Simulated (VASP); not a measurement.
A VASP calculation is set up with these files.

KPOINTS:
```
Automatic mesh
0
Gamma
3 3 2
0 0 0
```

POSCAR:
```
NiSb
1
    3.7132605000    -6.4315561560     0.0000000000
    3.7132605000     6.4315561560     0.0000000000
    0.0000000000     0.0000000000     9.6941610000
Ni Sb
2 2
Direct
  0.0000000000   0.0000000000   0.5000000000
  0.0000000000   0.0000000000   0.0000000000
  0.3333330000   0.6666670000   0.2500000000
  0.6666670000   0.3333330000   0.7500000000
```

**INCAR**
```
SYSTEM = NiSb
PREC = Accurate
ENCUT = 400
EDIFF = 1E-6
NELM = 100
ALGO = Normal
LREAL = .FALSE.
LASPH = .TRUE.
ISMEAR = 1
SIGMA = 0.1
GGA = PE
LMAXMIX = 4
LWAVE = .FALSE.
LCHARG = .FALSE.
ISIF = 2
```

POTCAR, in this order: Ni Sb (PBE.64 set). Program: vasp_std.

The resulting files:

**standard output**
```
...
       N       E                     dE             d eps       ncg     rms          rms(c)
DAV:   1     0.116152405854E+03    0.11615E+03   -0.76685E+03   228   0.905E+02
DAV:   2     0.771660934376E+01   -0.10844E+03   -0.10649E+03   239   0.224E+02
DAV:   3    -0.258169947026E+01   -0.10298E+02   -0.95759E+01   255   0.620E+01
DAV:   4    -0.322654137797E+01   -0.64484E+00   -0.51265E+00   266   0.156E+01
DAV:   5    -0.344289724139E+01   -0.21636E+00   -0.18081E+00   418   0.391E+00    0.187E+01
DAV:   6    -0.471117051418E+02   -0.43669E+02   -0.14081E+02   279   0.180E+02    0.469E+01
DAV:   7    -0.185682326899E+02    0.28543E+02   -0.31697E+01   228   0.657E+01    0.217E+01
DAV:   8    -0.646643577857E+01    0.12102E+02   -0.12427E+01   292   0.291E+01    0.149E+01
DAV:   9    -0.360331084675E+01    0.28631E+01   -0.23994E+00   307   0.114E+01    0.115E+01
DAV:  10    -0.389945129319E+01   -0.29614E+00   -0.32556E-01   315   0.149E+00    0.118E+01
DAV:  11    -0.392907316872E+01   -0.29622E-01   -0.20234E-02   333   0.412E-01    0.118E+01
DAV:  12    -0.331608305621E+01    0.61299E+00   -0.17306E-01   355   0.366E+00    0.101E+01
DAV:  13    -0.320607606641E+01    0.11001E+00   -0.24932E-02   270   0.175E+00    0.938E+00
DAV:  14    -0.353511565114E+01   -0.32904E+00   -0.14306E+00   387   0.914E+00    0.813E+00
DAV:  15    -0.468141035971E+01   -0.11463E+01   -0.97366E+00   371   0.142E+01    0.286E+01
DAV:  16    -0.359245138607E+01    0.10890E+01   -0.22081E+00   362   0.947E+00    0.210E+01
DAV:  17    -0.292009406822E+01    0.67236E+00   -0.41357E-01   309   0.477E+00    0.963E+00
DAV:  18    -0.307635085355E+01   -0.15626E+00   -0.59182E-01   373   0.624E+00    0.790E+00
DAV:  19    -0.344391151888E+01   -0.36756E+00   -0.35090E+00   304   0.988E+00    0.196E+01
DAV:  20    -0.321048956817E+01    0.23342E+00   -0.84959E-01   300   0.115E+01    0.911E+00
DAV:  21    -0.285341734876E+01    0.35707E+00   -0.35266E-01   246   0.770E+00    0.247E+00
DAV:  22    -0.284682885016E+01    0.65885E-02   -0.16152E-02   292   0.705E-01    0.161E+00
DAV:  23    -0.286904439547E+01   -0.22216E-01   -0.40304E-02   353   0.573E-01    0.560E+00
DAV:  24    -0.293341828217E+01   -0.64374E-01   -0.18079E-01   352   0.312E+00    0.673E+00
DAV:  25    -0.284895601488E+01    0.84462E-01   -0.97554E-02   333   0.239E+00    0.969E-01
DAV:  26    -0.285728736393E+01   -0.83313E-02   -0.84964E-03   276   0.111E+00    0.319E+00
DAV:  27    -0.284609272741E+01    0.11195E-01   -0.96155E-03   344   0.661E-01    0.426E-01
DAV:  28    -0.285173211984E+01   -0.56394E-02   -0.50337E-03   253   0.686E-01    0.217E+00
DAV:  29    -0.284723403944E+01    0.44981E-02   -0.44061E-03   352   0.470E-01    0.298E-01
DAV:  30    -0.284883962617E+01   -0.16056E-02   -0.12445E-03   352   0.294E-01    0.109E+00
DAV:  31    -0.284830743939E+01    0.53219E-03   -0.23516E-03   333   0.357E-01    0.776E-01
DAV:  32    -0.284778979853E+01    0.51764E-03   -0.34817E-04   352   0.147E-01    0.846E-02
DAV:  33    -0.284820785729E+01   -0.41806E-03   -0.23721E-04   370   0.124E-01    0.646E-01
DAV:  34    -0.284786834086E+01    0.33952E-03   -0.10386E-04   362   0.760E-02    0.246E-01
DAV:  35    -0.284784694098E+01    0.21400E-04   -0.21990E-05   360   0.274E-02    0.853E-02
DAV:  36    -0.284785938948E+01   -0.12449E-04   -0.18733E-05   324   0.290E-02    0.829E-02
DAV:  37    -0.284786071212E+01   -0.13226E-05   -0.19626E-06   160   0.118E-02    0.561E-02
DAV:  38    -0.284786466290E+01   -0.39508E-05   -0.11304E-06   138   0.119E-02    0.696E-02
DAV:  39    -0.284786433019E+01    0.33271E-06   -0.12465E-05   234   0.276E-02    0.668E-02
DAV:  40    -0.284786165439E+01    0.26758E-05   -0.63226E-06   114   0.234E-02    0.314E-02
DAV:  41    -0.284786136523E+01    0.28916E-06   -0.39203E-07   114   0.703E-03

 -----------------------------------------------------------------------------
|                                                                             |
|               ----> ADVICE to this user running VASP <----                  |
|                                                                             |
|     Your highest band is occupied at some k-points! Unless you are          |
|     performing a calculation for an insulator or semiconductor, without     |
|     unoccupied bands, you have included TOO FEW BANDS!! Please increase     |
|     the parameter NBANDS in file INCAR to ensure that the highest band      |
|     is unoccupied at all k-points. It is always recommended to include      |
|     a few unoccupied bands to accelerate the convergence of                 |
|     molecular-dynamics runs (even for insulators or semiconductors),        |
|     since the presence of unoccupied bands improves wavefunction            |
|     prediction and helps to suppress 'band-crossings'.                      |
|                                                                             |
 -----------------------------------------------------------------------------

   1 F= -.28478614E+01 E0= -.28535428E+01  d E =0.170444E-01
```

### OUTCAR
```
------------------------ aborting loop because EDIFF is reached ----------------------------------------
  FORCE on cell =-STRESS in cart. coord.  units (eV):
  Direction    XX          YY          ZZ          XY          YZ          ZX
  --------------------------------------------------------------------------------------
  Total       -5.0479620     -5.0479625     -4.5159981     -0.0000000      0.0000000      0.0000000
  in kB      -17.4668644    -17.4668661    -15.6261729     -0.0000000      0.0000000      0.0000000
  external PRESSURE =     -16.8533012 kB  Pullay stress =       0.0000000 kB
  volume of cell :      463.03
      direct lattice vectors                 reciprocal lattice vectors
     3.713260500 -6.431556156  0.000000000     0.134652551 -0.077741683  0.000000000
     3.713260500  6.431556156  0.000000000     0.134652551  0.077741683  0.000000000
     0.000000000  0.000000000  9.694161000     0.000000000  0.000000000  0.103154878
 POSITION                                       TOTAL-FORCE (eV/Angst)
 -----------------------------------------------------------------------------------
      0.00000      0.00000      4.84708         0.000000      0.000000     -0.000000
      0.00000      0.00000      0.00000         0.000000      0.000000     -0.000000
      3.71326      2.14386      2.42354        -0.000000      0.000000     -0.000000
      3.71326     -2.14386      7.27062         0.000000     -0.000000      0.000000
 -----------------------------------------------------------------------------------
    total drift:                                0.000000      0.000000      0.000000
  FREE ENERGIE OF THE ION-ELECTRON SYSTEM (eV)
  ---------------------------------------------------
  free  energy   TOTEN  =        -2.8478613652 eV

  energy  without entropy=       -2.8649057373  energy(sigma->0) =       -2.85354282
```
(Selected blocks of OUTCAR.)

**Question.** Read the log: what went wrong, and how is it fixed?

**Answer.** The cause: the lattice was typed in bohr, and VASP reads ångström. The run ends without an error. Against the sound run, the energy per atom (σ→0) goes up by 4.361 eV/atom; the pressure drops by 4.77 GPa; the volume grows by 570 %. To mend it, correct POSCAR, correct KPOINTS.
### POSCAR
```
NiSb
1
    1.9650000000    -3.4034800000     0.0000000000
    1.9650000000     3.4034800000     0.0000000000
    0.0000000000     0.0000000000     5.1300000000
Ni Sb
2 2
Direct
  0.0000000000   0.0000000000   0.5000000000
  0.0000000000   0.0000000000   0.0000000000
  0.3333330000   0.6666670000   0.2500000000
  0.6666670000   0.3333330000   0.7500000000
```
**KPOINTS**
```
Automatic mesh
0
Gamma
7 7 5
0 0 0
```
The mended run (PBE GGA, plane waves, VASP's PBE PAW potentials (set 64)) converges, and its OSZICAR ends with
```
   1 F= -.20297411E+02 E0= -.20298115E+02  d E =0.211102E-02
```

The compound is NiSb in the NiAs type structure. The cell was not relaxed at this level. The run is not spin-polarised, so no magnetic state was tried. VASP warned that the highest band is occupied, so more bands are needed.
